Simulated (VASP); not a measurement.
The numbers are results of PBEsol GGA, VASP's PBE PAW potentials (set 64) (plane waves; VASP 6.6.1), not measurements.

VASP input:

File POSCAR:
```
AuZn
1
    3.0974110269     0.0000000000     0.0000000000
    0.0000000000     3.0974110269     0.0000000000
    0.0000000000     0.0000000000     3.0974110269
Zn Au
1 1
Direct
  0.5000000000   0.5000000000   0.5000000000
  0.0000000000   0.0000000000   0.0000000000
```

KPOINTS:
```
Automatic mesh
0
Gamma
12 12 12
0 0 0
```

### INCAR
```
LMAXMIX = 6   ! l cut-off of mixed one-centre charges
ENCUT = 520
SYSTEM = AuZn
LWAVE = .FALSE.
ISIF = 2
GGA = PS   ! PBEsol
LCHARG = .FALSE.
ALGO = Normal   ! blocked Davidson
LREAL = .FALSE.
PREC = Accurate
ISMEAR = 1   ! Methfessel-Paxton
EDIFF = 1E-7
LASPH = .TRUE.   ! aspherical one-centre terms
SIGMA = 0.1   ! width (eV)
NELM = 100   ! most electronic steps
```

POTCAR, in this order: Zn Au (PBE.64 set). Program: vasp_std.

Output

**OUTCAR**
```
 ion  position               nearest neighbor table
   1  0.500  0.500  0.500-   2 2.68   2 2.68   2 2.68   2 2.68   2 2.68   2 2.68   2 2.68   2 2.68
  LATTYP: Found a simple cubic cell.
 ALAT       =     3.0974110269
 Subroutine PRICEL returns:
 Original cell was already a primitive cell.
 Subroutine GETGRP returns: Found 48 space group operations
The static configuration has the point symmetry O_h .
The dynamic configuration has the point symmetry O_h .
 Subroutine INISYM returns: Found 48 space group operations
 Subroutine IBZKPT returns following result:
 Found     84 irreducible k-points:

 Following reciprocal coordinates:
            Coordinates               Weight
  0.000000  0.000000  0.000000      1.000000
  0.083333  0.000000  0.000000      6.000000
  0.166667  0.000000  0.000000      6.000000
  0.250000  0.000000  0.000000      6.000000
  0.333333  0.000000  0.000000      6.000000
  0.416667  0.000000  0.000000      6.000000
  0.500000  0.000000  0.000000      3.000000
  0.083333  0.083333  0.000000     12.000000
  0.166667  0.083333  0.000000     24.000000
  0.250000  0.083333  0.000000     24.000000
...
```

File OSZICAR:
```
       N       E                     dE             d eps       ncg     rms          rms(c)
DAV:   1     0.124587562036E+03    0.12459E+03   -0.11918E+04  2600   0.201E+03
DAV:   2    -0.270224719582E+01   -0.12729E+03   -0.12361E+03  2639   0.345E+02
DAV:   3    -0.650588173345E+01   -0.38036E+01   -0.37952E+01  3045   0.684E+01
DAV:   4    -0.652955870972E+01   -0.23677E-01   -0.23676E-01  2954   0.474E+00
DAV:   5    -0.652983566658E+01   -0.27696E-03   -0.27696E-03  3108   0.514E-01    0.100E+01
DAV:   6    -0.598383376504E+01    0.54600E+00   -0.18382E+00  2597   0.171E+01    0.603E+00
DAV:   7    -0.595143075809E+01    0.32403E-01   -0.47601E-02  3387   0.415E+00    0.311E+00
DAV:   8    -0.594124153614E+01    0.10189E-01   -0.76318E-03  3073   0.111E+00    0.130E-01
DAV:   9    -0.594126993397E+01   -0.28398E-04   -0.36604E-04  2920   0.239E-01    0.560E-02
DAV:  10    -0.594127745717E+01   -0.75232E-05   -0.21030E-05  3329   0.869E-02    0.151E-02
DAV:  11    -0.594127735809E+01    0.99072E-07   -0.55387E-06  3045   0.505E-02    0.227E-03
DAV:  12    -0.594127734398E+01    0.14113E-07   -0.77069E-08  1673   0.708E-03
   1 F= -.59412773E+01 E0= -.59411249E+01  d E =-.457344E-03
```

OUTCAR:
```
------------------------ aborting loop because EDIFF is reached ----------------------------------------
  FORCE on cell =-STRESS in cart. coord.  units (eV):
  Direction    XX          YY          ZZ          XY          YZ          ZX
  --------------------------------------------------------------------------------------
  Total        0.8924358      0.8924358      0.8924358      0.0000000      0.0000000     -0.0000000
  in kB       48.1161701     48.1161701     48.1161701      0.0000000      0.0000000     -0.0000000
  external PRESSURE =      48.1161701 kB  Pullay stress =       0.0000000 kB
  volume of cell :       29.72
      direct lattice vectors                 reciprocal lattice vectors
     3.097411027  0.000000000  0.000000000     0.322850274  0.000000000  0.000000000
     0.000000000  3.097411027  0.000000000     0.000000000  0.322850274  0.000000000
     0.000000000  0.000000000  3.097411027     0.000000000  0.000000000  0.322850274
 POSITION                                       TOTAL-FORCE (eV/Angst)
 -----------------------------------------------------------------------------------
      1.54871      1.54871      1.54871         0.000000      0.000000      0.000000
      0.00000      0.00000      0.00000         0.000000      0.000000      0.000000
 -----------------------------------------------------------------------------------
    total drift:                                0.000000      0.000000     -0.000000
  FREE ENERGIE OF THE ION-ELECTRON SYSTEM (eV)
  ---------------------------------------------------
  free  energy   TOTEN  =        -5.9412773440 eV

  energy  without entropy=       -5.9408199998  energy(sigma->0) =       -5.94112490
```
(Selected blocks of OUTCAR.)

The compound is AuZn in the CsCl type structure. This cell is one point of a volume scan, at 0.97 of the reference volume. The electron count is odd and the run is not spin-polarised, which forces a metal.
